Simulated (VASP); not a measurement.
Output of a VASP run:

File OSZICAR:
```
...
DAV:   9    -0.684295523072E+02    0.49587E+00   -0.13039E+01  1008   0.377E+01    0.356E+00
DAV:  10    -0.684319351952E+02   -0.23829E-02   -0.59486E-01   896   0.872E+00    0.643E-01
DAV:  11    -0.684604252904E+02   -0.28490E-01   -0.54093E-02   968   0.220E+00    0.408E-01
DAV:  12    -0.684423201705E+02    0.18105E-01   -0.58060E-02   976   0.274E+00    0.727E-01
DAV:  13    -0.684594451470E+02   -0.17125E-01   -0.99525E-03   760   0.132E+00    0.544E-01
DAV:  14    -0.684575403767E+02    0.19048E-02   -0.53065E-03   864   0.991E-01    0.306E-01
DAV:  15    -0.684595364520E+02   -0.19961E-02   -0.38354E-03   896   0.780E-01    0.744E-02
DAV:  16    -0.684596129790E+02   -0.76527E-04   -0.36309E-04  1056   0.205E-01    0.818E-02
DAV:  17    -0.684595681112E+02    0.44868E-04   -0.11643E-04  1032   0.123E-01    0.289E-02
DAV:  18    -0.684595582089E+02    0.99023E-05   -0.62385E-06   744   0.319E-02    0.261E-02
DAV:  19    -0.684595500038E+02    0.82051E-05   -0.24783E-05  1192   0.526E-02    0.495E-03
DAV:  20    -0.684595500732E+02   -0.69357E-07   -0.68184E-07   432   0.118E-02
   1 F= -.68459550E+02 E0= -.68459550E+02  d E =-.684596E+02
       N       E                     dE             d eps       ncg     rms          rms(c)
DAV:   1    -0.686284174439E+02   -0.16887E+00   -0.51850E+00   672   0.240E+01    0.646E+00
DAV:   2    -0.684950444407E+02    0.13337E+00   -0.14895E+00   952   0.139E+01    0.173E+00
DAV:   3    -0.684819482090E+02    0.13096E-01   -0.86755E-01   968   0.822E+00    0.223E+00
DAV:   4    -0.684537524008E+02    0.28196E-01   -0.23142E-01   968   0.461E+00    0.122E-01
DAV:   5    -0.684542282932E+02   -0.47589E-03   -0.64660E-03   936   0.792E-01    0.236E-01
DAV:   6    -0.684534108834E+02    0.81741E-03   -0.18210E-03   808   0.650E-01    0.158E-01
DAV:   7    -0.684539045146E+02   -0.49363E-03   -0.18554E-03   728   0.654E-01    0.249E-02
DAV:   8    -0.684542980215E+02   -0.39351E-03   -0.90737E-04   968   0.465E-01    0.149E-02
DAV:   9    -0.684543261437E+02   -0.28122E-04   -0.11019E-04  1080   0.111E-01    0.238E-02
DAV:  10    -0.684543191079E+02    0.70358E-05   -0.48006E-05   808   0.102E-01    0.534E-03
DAV:  11    -0.684543366191E+02   -0.17511E-04   -0.10688E-05   944   0.430E-02    0.532E-03
DAV:  12    -0.684543359416E+02    0.67750E-06   -0.11727E-06   416   0.161E-02
   2 F= -.68454336E+02 E0= -.68454336E+02  d E =0.521413E-02
       N       E                     dE             d eps       ncg     rms          rms(c)
DAV:   1    -0.685197963544E+02   -0.65460E-01   -0.18985E+00   704   0.147E+01    0.358E+00
DAV:   2    -0.684701442498E+02    0.49652E-01   -0.31747E-01   920   0.635E+00    0.698E-01
DAV:   3    -0.684700045029E+02    0.13975E-03   -0.16355E-01   944   0.385E+00    0.116E+00
DAV:   4    -0.684631868878E+02    0.68176E-02   -0.50390E-02   976   0.221E+00    0.134E-01
DAV:   5    -0.684635264440E+02   -0.33956E-03   -0.16898E-03  1040   0.353E-01    0.124E-01
DAV:   6    -0.684632923422E+02    0.23410E-03   -0.51211E-04   752   0.349E-01    0.109E-01
DAV:   7    -0.684637372658E+02   -0.44492E-03   -0.22158E-04   640   0.223E-01    0.244E-02
DAV:   8    -0.684637365380E+02    0.72781E-06   -0.10053E-04  1072   0.141E-01    0.189E-02
DAV:   9    -0.684637705109E+02   -0.33973E-04   -0.68749E-05  1192   0.106E-01    0.299E-02
DAV:  10    -0.684637867955E+02   -0.16285E-04   -0.10224E-05   872   0.415E-02    0.491E-03
DAV:  11    -0.684637860746E+02    0.72100E-06   -0.19484E-06   392   0.204E-02
   3 F= -.68463786E+02 E0= -.68463786E+02  d E =-.423600E-02
```

OUTCAR:
```
------------------------ aborting loop because EDIFF is reached ----------------------------------------
  FORCE on cell =-STRESS in cart. coord.  units (eV):
  Direction    XX          YY          ZZ          XY          YZ          ZX
  --------------------------------------------------------------------------------------
  Total        0.0124057      0.0124057      0.0124057     -0.0000000      0.0000000      0.0000000
  in kB        0.4991752      0.4991752      0.4991752     -0.0000000      0.0000000      0.0000000
  external PRESSURE =       0.4991752 kB  Pullay stress =       0.0000000 kB
  volume of cell :       39.82
      direct lattice vectors                 reciprocal lattice vectors
     0.000000000  2.710290763  2.710290763    -0.184482051  0.184482051  0.184482051
     2.710290763  0.000000000  2.710290763     0.184482051 -0.184482051  0.184482051
     2.710290763  2.710290763  0.000000000     0.184482051  0.184482051 -0.184482051
 POSITION                                       TOTAL-FORCE (eV/Angst)
 -----------------------------------------------------------------------------------
      0.00000      0.00000      0.00000         0.000000      0.000000     -0.000000
      1.35515      1.35515      1.35515        -0.000000     -0.000000     -0.000000
      4.06544      4.06544      4.06544         0.000000      0.000000      0.000000
 -----------------------------------------------------------------------------------
    total drift:                                0.000000      0.000000      0.000000
  FREE ENERGIE OF THE ION-ELECTRON SYSTEM (eV)
  ---------------------------------------------------
  free  energy   TOTEN  =       -68.4637860746 eV

  energy  without entropy=      -68.4637860746  energy(sigma->0) =      -68.46378607

 reached required accuracy - stopping structural energy minimisation
```
(Selected blocks of OUTCAR.)

POSCAR:
```
CeO2
1
    0.0000000000     2.6986538632     2.6986538632
    2.6986538632     0.0000000000     2.6986538632
    2.6986538632     2.6986538632     0.0000000000
Ce O
1 2
Direct
  0.0000000000   0.0000000000   0.0000000000
  0.2500000000   0.2500000000   0.2500000000
  0.7500000000   0.7500000000   0.7500000000
```

Q: Write an INCAR and KPOINTS that could have produced this output.

A: Several could match; the one computed here: the input of the run itself, SCAN meta-GGA, plane waves, VASP's PBE PAW potentials (set 64).

### INCAR
```
ENCUT=520
NSW=60
PREC=Accurate
LREAL=F
ALGO=Normal   # blocked Davidson
ISIF=3   # ions, shape and volume
EDIFF=1E-6
METAGGA=SCAN
LWAVE=F
SIGMA=0.05
LMAXMIX=6
NELM=100   # most electronic steps
SYSTEM=CeO2
LCHARG=F
EDIFFG=-0.02
LMIXTAU=T
ISMEAR=0
IBRION=2
LASPH=T
```

File KPOINTS:
```
Automatic mesh
0
Gamma
7 7 7
0 0 0
```

POTCAR, in this order: Ce O (PBE.64 set). Program: vasp_std.

The compound is CeO2 in the fluorite structure. This run relaxes it. Symmetry was kept, so distortions that lower it aren't found. The run is not spin-polarised, so no magnetic state was tried.
